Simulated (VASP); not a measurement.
Set up this calculation in VASP 6.6.1, as the native input.

```yaml
Task: relaxation of cell and atoms
Functional: PBEsol
Potentials_or_basis: VASP PAW PBE potentials, release 64 (Ge_d)
Cutoff: 600 eV
k_mesh: 10 × 10 × 10
Occupations: gaussian, width 0.03 eV
Spin: no spin polarisation
Further_INCAR_settings: ALGO = Normal; EDIFF = 1e-07; IBRION = 2; EDIFFG = -0.005; NSW = 90; ISIF = 3
```

The structure of Ge lies in POSCAR:

```
Ge                                      
1.0
    0.0000000000      2.8374519216      2.8374519216
    2.8374519216      0.0000000000      2.8374519216
    2.8374519216      2.8374519216     -0.0000000000
  Ge            
     2
Direct
     0.7500000000000000    0.7500000000000000    0.7500000000000000
     0.5000000000000000    0.5000000000000000    0.5000000000000000
```

The cell was built by a generator and needn't be a form met in nature.

These files were run (other wordings do the same):

INCAR

```
SYSTEM = Ge
PREC = Accurate ; ENCUT = 600
EDIFF = 1E-7 ; ISMEAR = 0
SIGMA = 0.03 ; LREAL = .False.
LASPH = .True. ; NELM = 80
ALGO = Normal ; ISIF = 3
LWAVE = .False. ; LCHARG = .False.
GGA = PS ; IBRION = 2
NSW = 90 ; EDIFFG = -0.005
```

KPOINTS

```
regular mesh
0
Gamma
  10 10 10
  0 0 0
```

Potentials or basis: VASP PAW PBE potentials, release 64 (Ge_d).

The run is started by

```sh
$ cat potpaw_PBE.64/Ge_d/POTCAR > POTCAR
$ mpirun -np 1 vasp_std > vasp.out
```

Results of the run:

The relaxed volume is 22.83 Å³/atom. The relaxed cell is a = 4.012 Å, b = 4.012 Å, c = 4.012 Å, α = 60.00°, β = 60.00°, γ = 60.00°. The space group after relaxing (to 0.05 Å) is Fd-3m (No. 227) and the energy gained by relaxing is 0.0 meV/atom. The ionic steps are 5 and the pressure after relaxing is 0.0 GPa. The band gap on the k mesh is none (metal or under the smearing width).

Caveat: the PAW data sets were made with another functional, which shifts forces and pressure a little; this crystal is a semiconductor, whose small gap the functional closes, so the metal is an error of the method.

Run time: 36 s on 1 thread of Intel(R) Xeon(R) 6975P-C (Granite Rapids), with other jobs on the host, peak memory 0.2 GiB.
